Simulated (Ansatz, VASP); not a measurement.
# SnSe: VASP beside Ansatz, part 2 of 2

Aim: how closely do two programs agree when they are given the same cell, functional and k mesh? The cell is taken from a series of runs on this material, whose earlier steps may have relaxed, scaled, displaced or heated it; both programs get it as it stands.

VASP 6.6.1 and Ansatz 0.2.0.

So far: The starting structure; Ansatz: relaxation of cell and atoms, LDA; VASP: relaxation of cell and atoms, LDA.

## 3. VASP: relaxation of cell and atoms, LDA (continued)

Level of this step: LDA; plane waves and PAW (Sn_d, Se) (VASP).

Numbers of over 12 decimals in the logs are rounded to 6 here.

Parts of OUTCAR (step 3):

```text
ion  position               nearest neighbor table
   1  0.500  0.000  0.378-   3 2.67   4 2.96   4 2.96   4 2.96   4 2.96
   2  0.000  0.500  0.622-   4 2.67   3 2.96   3 2.96   3 2.96   3 2.96
   3  0.500  0.000  0.622-   1 2.67   2 2.96   2 2.96   2 2.96   2 2.96
   4  0.000  0.500  0.378-   2 2.67   1 2.96   1 2.96   1 2.96   1 2.96

  LATTYP: Found a simple tetragonal cell.
 ALAT       =     4.1898990000
 C/A-ratio  =     2.6204980120

 Subroutine GETGRP returns: Found 16 space group operations
 (whereof  8 operations were pure point group operations)

The static configuration has the point symmetry D_2d.
 The point group associated with its full space group is D_4h.

 Found     30 irreducible k-points:

   k-points           NKPTS =     30   k-points in BZ     NKDIM =     30   number of bands    NBANDS=     26

   dimension x,y,z NGX =    32 NGY =   32 NGZ =   80
   dimension x,y,z NGXF=    64 NGYF=   64 NGZF=  160

   ENCUT  =  500.0 eV  36.75 Ry    6.06 a.u.   7.64  7.64 20.02*2*pi/ulx,y,z

   NELECT =      40.0000    total number of electrons

 k-points in reciprocal lattice and weights: Automatic mesh
   0.00000000  0.00000000  0.00000000       0.007
   0.16666667  0.00000000  0.00000000       0.028
   0.33333333  0.00000000  0.00000000       0.028
   0.50000000  0.00000000  0.00000000       0.014
   0.16666667  0.16666667  0.00000000       0.028
   0.33333333  0.16666667  0.00000000       0.056
   0.50000000  0.16666667  0.00000000       0.028
   0.33333333  0.33333333  0.00000000       0.028
   0.50000000  0.33333333  0.00000000       0.028
[...]
0.50000000  0.33333333  0.50000000       0.028
   0.50000000  0.50000000  0.50000000       0.007

 average (electrostatic) potential at core
       1-105.6026       2-105.6026       3 -63.2334       4 -63.2333

 E-fermi :   1.5353

 k-point     1 :       0.0000    0.0000    0.0000
  band No.  band energies     occupation
    ...
     16      -2.4368      2.00000
     17      -2.4368      2.00000
     18      -1.1605      2.00000
     19      -1.1605      2.00000
     20       0.2499      2.00000
     21       2.4194      0.00000
     22       4.3875      0.00000
     23       4.5610      0.00000
     24       5.5336      0.00000
     25       5.5336      0.00000
    ...

 k-point     2 :       0.1667    0.0000    0.0000
  band No.  band energies     occupation
    ...
     16      -2.2099      2.00000
     17      -1.9812      2.00000
     18      -0.9891      2.00000
     19      -0.4127      2.00000
     20       0.1713      2.00000
     21       2.4475      0.00000
     22       4.0811      0.00000
     23       4.4455      0.00000
     24       4.7825      0.00000
     25       4.8100      0.00000
    ...

 k-point     3 :       0.3333    0.0000    0.0000
  band No.  band energies     occupation
    ...
     16      -1.5837      2.00000
     17      -1.3548      2.00000
     18      -0.6523      2.00000
     19      -0.0140      2.00000
     20       0.8078      2.00000
     21       2.3204      0.00000
     22       2.8056      0.00000
     23       3.0086      0.00000
     24       3.7960      0.00000
     25       3.9204      0.00000
    ...

  Total       -0.0011783     -0.0011783     -0.0100461      0.0000000     -0.0000000     -0.0000000
  in kB       -0.0097740     -0.0097740     -0.0833330      0.0000000     -0.0000000     -0.0000000
  external PRESSURE =      -0.0342937 kB  Pullay stress =       0.0000000 kB

  energy-cutoff  :      500.00
  volume of cell :      193.15
      direct lattice vectors                 reciprocal lattice vectors
     4.192457029  0.000000000  0.000000000     0.238523614 -0.000000000 -0.000000000
     0.000000000  4.192457029 -0.000000000     0.000000000  0.238523614  0.000000000
     0.000000000 -0.000000000 10.988832942     0.000000000  0.000000000  0.091001474

 POSITION                                       TOTAL-FORCE (eV/Angst)
 -----------------------------------------------------------------------------------
      2.09623     -0.00000      4.15478        -0.000000      0.000000     -0.002657
      0.00000      2.09623      6.83406         0.000000     -0.000000      0.002657
      2.09623     -0.00000      6.83335        -0.000000     -0.000000      0.002733
      0.00000      2.09623      4.15548        -0.000000      0.000000     -0.002733
 -----------------------------------------------------------------------------------
    total drift:                                0.000053      0.000417     -0.000577

  FREE ENERGIE OF THE ION-ELECTRON SYSTEM (eV)
  ---------------------------------------------------
  free  energy   TOTEN  =       -18.4931158724 eV

  energy  without entropy=      -18.4931158724  energy(sigma->0) =      -18.49311587

 reached required accuracy - stopping structural energy minimisation

 total charge
# of ion       s       p       d       tot
------------------------------------------
    1        1.374   0.760   9.996  12.130
    2        1.374   0.760   9.996  12.130
    3        1.482   2.322   0.028   3.831
    4        1.482   2.322   0.028   3.831
--------------------------------------------------
tot          5.712   6.165  20.047  31.923

[... 3 further parts left out ...]
```

CONTCAR:

```
SnSe
   1.00000000000000
     4.1924570286449168    0.0000000000000000    0.0000000000000000
     0.0000000000000000    4.1924570286449168   -0.0000000000000000
     0.0000000000000000   -0.0000000000000000   10.9888329417028316
  Sn              Se
     2     2
Direct
     0.4999998807000026    0.0000000000000000    0.3780906997927723
     0.0000000000000000    0.4999998807000026    0.6219093002072277
     0.4999998807000026    0.0000000000000000    0.6218451522962137
     0.0000000000000000    0.4999998807000026    0.3781549388037849
```

The run keeps the 16 symmetry operations of its start, so it cannot find a distortion of lower symmetry.

## 4. Differences

Known differences besides the potentials themselves: the two LDA forms differ slightly; fixed occupations in Ansatz, narrow Gaussian smearing in VASP; the data sets hold 60 valence electrons in Ansatz (on its default PAW (the set named soft_2) files) and 40 in VASP; the cutoff is 420 eV in Ansatz and 500 eV in VASP; VASP's log shows a relativistic correction to its local exchange, Ansatz's none; Ansatz adds a Pulay correction to the stress that steers its cell, VASP none. Total energies have different zeros and are not compared.

Compared:

| quantity | Ansatz | VASP | difference |
| --- | --- | --- | --- |
| volume (Å³) | 192.73 | 193.15 | -0.21 % |
| edge a after relaxation, in the typed setting (Å) | 4.190 | 4.192 | -0.06 % |
| edge c after relaxation, in the typed setting (Å) | 10.978 | 10.989 | -0.09 % |

## 5. What came out

| Property | Result |
| --- | --- |
| difference in volume (relaxation of cell and atoms, LDA) | -0.21 % |

What this shows: The difference in volume is -0.21 % (relaxation of cell and atoms, LDA), within the 1.2 % picked in this series as the mark of a large difference, as far as the stopping tolerances let one tell. The data sets hold unlike numbers of valence electrons (60 in Ansatz and 40 in VASP), so part of the differences comes from the potentials. Such differences can come from data sets, numerical settings and the points named under the comparisons, not from the functional's error against experiment.

[Lines on the potential files, build, host, timing and source positions are cut from VASP's logs without a mark.]

[Logs are printed without paths, hosts, clocks, repeated set-up lines and the standing remarks that a program may print on its own settings, such as how far it seeks lower states.]

[Hosts, paths, dates, database ids (printed as entryN), source tags and the programs' standing remarks are cut or masked in the printed files.]
